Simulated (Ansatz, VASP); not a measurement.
# Hf (Na/Hf(0001)) in two plane-wave programs, part 2 of 2

Wanted: the spread between two codes on one cell, functional and k mesh. The cell is taken from a series of runs on this material, whose earlier steps may have relaxed, scaled, displaced or heated it; both programs get it as it stands.

VASP 6.6.1 and Ansatz 0.2.0.

So far: The starting structure; VASP: single point, PBEsol.

**3. Ansatz: single point, PBEsol**

Level of this step: Ansatz beside VASP: Kohn-Sham DFT, plane waves, PBEsol (Ansatz).

Ansatz runs on its default PAW (the set named soft_2) files.

The same cell, functional, mesh and smearing now go to Ansatz, which takes its cutoff from its data sets.

The input, input.yaml:

```yaml
crystal:
  lattice:
    - [6.4, 0.0, 0.0]
    - [3.2, 5.5425625842, 0.0]
    - [0.0, 0.0, 28.5027885456]
  atoms:
    - { symbol: Hf, position: [0.3333333333, 0.3333333333, 0.3157585787] }
    - { symbol: Hf, position: [0.0, 0.0, 0.4045639247] }
    - { symbol: Hf, position: [0.3340599147, 0.3340599147, 0.4947987439] }
    - { symbol: Hf, position: [-0.0011536097, -0.0011536097, 0.5766389718] }
    - { symbol: Hf, position: [0.3333333333, 0.8333333333, 0.3157585787] }
    - { symbol: Hf, position: [0.0, 0.5, 0.4045639247] }
    - { symbol: Hf, position: [0.3340599147, 0.8318801706, 0.4947987439] }
    - { symbol: Hf, position: [-0.0011536097, 0.5023072193, 0.5766389718] }
    - { symbol: Hf, position: [0.8333333333, 0.3333333333, 0.3157585787] }
    - { symbol: Hf, position: [0.5, 0.0, 0.4045639247] }
    - { symbol: Hf, position: [0.8318801706, 0.3340599147, 0.4947987439] }
    - { symbol: Hf, position: [0.5023072193, -0.0011536097, 0.5766389718] }
    - { symbol: Hf, position: [0.8333333333, 0.8333333333, 0.3157585787] }
    - { symbol: Hf, position: [0.5, 0.5, 0.4045639247] }
    - { symbol: Hf, position: [0.8333333333, 0.8333333333, 0.4935472265] }
    - { symbol: Hf, position: [0.5, 0.5, 0.5788177027] }
kpoints:
  mp_grid: { grid: [6, 6, 1] }
hamiltonian:
  xc: pbesol
scf:
  occupations: { method: fermi_dirac, width: 0.1 }
  convergence: { dr2_threshold: 1.0e-08 }
efield:
  axis: 3
  dipole_correction: true
  ramp_position: 0.97
  ramp_width: 0.06
output:
  write_potential: true
  write_density: true
  volumetric_format: npy
```

Run with:

```
$ ansatz run input.yaml --threads 4 --pin off --max-ram 12288MiB --backend cpu --events-out ev --progress --plain --runs-dir out
```

Numbers of over 12 decimals in the logs are rounded to 6 here.

The program printed:

```text
Engine: ansatz 0.2.0, aarch64-unknown-linux-gnu
Pseudopotentials: kind: paw
Pseudopotential: Hf, paw, valence charge 26, recommended cutoff 420 eV (normal), Hf.paw.azcp
Functional definition: PBEsol
  exchange = pbesol_x
  correlation = pbesol_c
Crystal: 16 atoms, lattice volume = 1011.062 Å³
Basis set: ecut = 420 eV, 19859 PW (Γ)
Bands: 250, of which v1, the nominal top of the filled ones, is band 208 counted from 1 (207 counted from 0)
Symmetry: 6 space group operations
Space group: P3m1 (ITA 156), of the structure as read, at distance tolerance 1.0e-4 Å
k-points: 7 of 36 (time reversal used)
Non-local potential: Hf, projectors of the file, l = 0: 3, l = 1: 2, l = 2: 2, l = 3: 3
PAW form: soft (Blöchl's): semilocal exchange-correlation on the pseudo side does not see the compensation charge
PAW frozen core: Hf, regenerated for the run's functional, and the local potential with it (the file was generated under x = pbe(κ = 0.804, μ = 0.219515), c = pbe(β = 0.066725))
PAW one-centre angular grid: Hf, 590 points (default); XC on 64 Gauss nodes
Initial density: superposition of atomic densities (neutral atoms: chi_scale 0, normalization atom), corrected by the library's trained network
Initial wavefunctions: pseudopotential atomic-orbital guess
Functional: x = pbesol(κ = 0.804, μ = 0.123457), c = pbesol(β = 0.046)
SCF iter   1: F=—  HF=-249560.286996 eV  |F-HF|=—  |Δ(HF+E_count)|=         —  Δρ=7.41e-3  dr2=1.30e1  ethr=1.77e-3  p=-0.014 e·Å  D=-2.53e-3 V/Å  ΔV_dip=0.07 eV  dr2_dipole=8.60e-2  V_vac-E_F(+/−)=4.68/4.61 eV  ⟨swp⟩=6.1  Hψ=5682  notcnv=0  defer=13
efield: sawtooth ramp at fractional position 0.9700 (set: `efield.ramp_position`, or a place that a band, a saddle search or an elastic batch's reference lends), width 0.0600; the density the first Hamiltonian is built on has a dipole p = -0.014 e·Å; the dipole correction subtracts the counter field D = -2.53e-3 V/Å, which shifts the + side's vacuum level by +0.07 eV against the − side's; the planar-averaged density in the ramp window peaks in size at 3.0e-5 e/Å³
preconditioner: auto → LDOS  [metal: Δε(μ)=0.019 eV  Ē_g=16.851 eV  σ=0.100 eV  W_gap=0.05  n_scr=230 (ndim 8)  ℏωp=22.9 eV  f_vac=0.599  D(μ)=22.67/eV (n_scr^D=138)  β→1.0]
SCF iter   2: F=—  HF=-249559.963723 eV  |F-HF|=—  |Δ(HF+E_count)|=   3.23e-1  Δρ=2.94e-3  dr2=8.42e-1  ethr=1.77e-3  p=0.008 e·Å  D=1.45e-3 V/Å  ΔV_dip=-0.04 eV  dr2_dipole=3.58e-2  V_vac-E_F(+/−)=4.38/4.43 eV  ⟨swp⟩=2.3  Hψ=2184  notcnv=0  defer=45
SCF iter   3: F=—  HF=-249559.921784 eV  |F-HF|=—  |Δ(HF+E_count)|=   4.19e-2  Δρ=1.39e-3  dr2=8.29e-2  ethr=2.02e-4  p=0.002 e·Å  D=3.84e-4 V/Å  ΔV_dip=-0.01 eV  dr2_dipole=3.53e-4  V_vac-E_F(+/−)=4.45/4.46 eV  ⟨swp⟩=2.0  Hψ=3269  notcnv=0  defer=45
SCF iter   4: F=—  HF=-249559.912386 eV  |F-HF|=—  |Δ(HF+E_count)|=   9.40e-3  Δρ=2.99e-4  dr2=4.62e-3  ethr=1.99e-5  p=0.006 e·Å  D=9.89e-4 V/Å  ΔV_dip=-0.03 eV  dr2_dipole=3.53e-4  V_vac-E_F(+/−)=4.43/4.46 eV  ⟨swp⟩=2.0  Hψ=3227  notcnv=0  defer=45
SCF iter   5: F=—  HF=-249559.912226 eV  |F-HF|=—  |Δ(HF+E_count)|=   1.60e-4  Δρ=1.19e-4  dr2=5.71e-4  ethr=1.11e-6  p=0.007 e·Å  D=1.32e-3 V/Å  ΔV_dip=-0.04 eV  dr2_dipole=3.48e-5  V_vac-E_F(+/−)=4.41/4.45 eV  ⟨swp⟩=2.0  Hψ=2722  notcnv=0  defer=45
SCF iter   6: F=—  HF=-249559.912192 eV  |F-HF|=—  |Δ(HF+E_count)|=   3.44e-5  Δρ=4.51e-5  dr2=5.76e-5  ethr=1.37e-7  p=0.008 e·Å  D=1.51e-3 V/Å  ΔV_dip=-0.04 eV  dr2_dipole=7.94e-8  V_vac-E_F(+/−)=4.41/4.45 eV  ⟨swp⟩=2.0  Hψ=2652  notcnv=0  defer=45
SCF iter   7: F=—  HF=-249559.912202 eV  |F-HF|=—  |Δ(HF+E_count)|=   1.06e-5  Δρ=1.69e-5  dr2=6.80e-6  ethr=1.39e-8  p=0.009 e·Å  D=1.68e-3 V/Å  ΔV_dip=-0.05 eV  dr2_dipole=1.53e-7  V_vac-E_F(+/−)=4.40/4.45 eV  ⟨swp⟩=2.7  Hψ=3221  notcnv=0  defer=45
SCF iter   8: F=—  HF=-249559.912269 eV  |F-HF|=—  |Δ(HF+E_count)|=   6.70e-5  Δρ=7.36e-6  dr2=2.13e-6  ethr=1.63e-9  p=0.010 e·Å  D=1.79e-3 V/Å  ΔV_dip=-0.05 eV  dr2_dipole=9.35e-8  V_vac-E_F(+/−)=4.40/4.45 eV  ⟨swp⟩=3.0  Hψ=3523  notcnv=0  defer=45
SCF iter   9: F=—  HF=-249559.912270 eV  |F-HF|=—  |Δ(HF+E_count)|=   3.51e-7  Δρ=3.37e-6  dr2=3.49e-7  ethr=5.12e-10  p=0.010 e·Å  D=1.86e-3 V/Å  ΔV_dip=-0.05 eV  dr2_dipole=3.44e-9  V_vac-E_F(+/−)=4.40/4.45 eV  ⟨swp⟩=3.0  Hψ=3428  notcnv=0  defer=45
SCF iter  10: F=—  HF=-249559.912270 eV  |F-HF|=—  |Δ(HF+E_count)|=   1.30e-7  Δρ=1.95e-6  dr2=8.64e-8  ethr=8.39e-11  p=0.011 e·Å  D=1.88e-3 V/Å  ΔV_dip=-0.05 eV  dr2_dipole=1.27e-9  V_vac-E_F(+/−)=4.40/4.45 eV  ⟨swp⟩=2.9  Hψ=2958  notcnv=0  defer=45
SCF iter  11: F=-249559.912270 eV  HF=-249559.912270 eV  |F-HF|=1.46e-9  |Δ(HF+E_count)|=   3.13e-8  Δρ=5.93e-7  dr2=8.96e-9  ethr=2.40e-12  p=0.011 e·Å  D=1.90e-3 V/Å  ΔV_dip=-0.05 eV  dr2_dipole=4.14e-10  V_vac-E_F(+/−)=4.40/4.45 eV  ⟨swp⟩=20.7  Hψ=13252  notcnv=0
SCF 1 converged in 11 iterations: F = -249559.912270 eV  dr2 = 8.96e-9
[...]
k-point 1: bands = [... 204 lower, 4.3398, 4.3635, 4.5815, 4.6104, 4.6214, 4.6269, 4.8019, 4.9923, ... 38 higher]
  k-point 2: bands = [... 204 lower, 4.0599, 4.1040, 4.1557, 4.2238, 4.2287, 4.2878, 4.4696, 4.5848, ... 38 higher]
  k-point 6: bands = [... 204 lower, 3.7980, 3.8055, 3.8088, 3.8124, 3.8197, 3.8312, 4.1982, 4.2343, ... 38 higher]
```

The column dr2 measures how far the density is from self-consistency, as an energy; F and HF (Harris–Foulkes) agree once it is small.

**4. Comparison**

Known differences besides the potentials themselves: the data sets hold 416 valence electrons in Ansatz (on its default PAW (the set named soft_2) files) and 160 in VASP; the cutoff is 420 eV in Ansatz and 400 eV in VASP; Ansatz makes its cores anew for this functional, VASP keeps those of its PBE data sets. Total energies have different zeros and are not compared.

Both answers:

```csv
quantity,Ansatz,VASP,difference
"work function, lower of the two faces (eV)",4.40,4.40,0.00
"work function, higher of the two faces (eV)",4.45,4.45,0.00
```

With vacuum in the cell, a pressure given here is an average over mostly empty space and none of the material.

**5. Outcome**

```json
{
 "difference in work function, higher of the two faces (single point, PBEsol)": "-0.0022 eV"
}
```

The difference in work function, higher of the two faces is -0.0022 eV (single point, PBEsol). The data sets hold unlike numbers of valence electrons (416 in Ansatz and 160 in VASP), so part of the differences comes from the potentials. Such differences can come from data sets, numerical settings and the points named under the comparisons, not from the functional's error against experiment.

[Lines on the potential files, build, host, timing and source positions are cut from VASP's logs without a mark.]

[Logs are printed without paths, hosts, clocks, repeated set-up lines and the standing remarks that a program may print on its own settings, such as how far it seeks lower states.]

[Hosts, paths, dates, database ids (printed as entryN), source tags and the programs' standing remarks are cut or masked in the printed files.]
